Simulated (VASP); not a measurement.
```
Ti
1.0
    2.95000     0.00000     0.00000
   -1.47500     2.55477     0.00000
    0.00000     0.00000     4.68000
Ti
2
Direct
  0.66667   0.33333   0.75000
  0.33333   0.66667   0.25000
```

Method: PBEsol GGA, VASP's PBE PAW potentials (set 64) (plane waves; VASP). Run with 480 eV cut-off, 13×13×7 Γ-centred mesh, first-order Methfessel-Paxton smearing of 0.10 eV, potentials Ti_sv.

Energy and stress use the plane-wave basis of the starting cell.

Question: The ions, cell shape and volume are relaxed. Predict the relaxed structure.

Answer: 
```
Ti
1.0
    2.89696     0.00000     0.00000
   -1.44848     2.50884     0.00000
    0.00000     0.00000     4.59066
Ti
2
Cartesian
  1.44848   0.83628   3.44300
  0.00000   1.67256   1.14767
```
Space group P6_3/mmc (194), at a tolerance of 0.03 Å.

Question: How do energy and volume change from the first to the last step?

Answer: The energy (σ→0) changes by -18.9 meV/atom and the volume by -5.4 %, in 3 ionic steps.

The compound is Ti in the hcp structure. This run relaxes it. Symmetry was kept, so distortions that lower it aren't found.
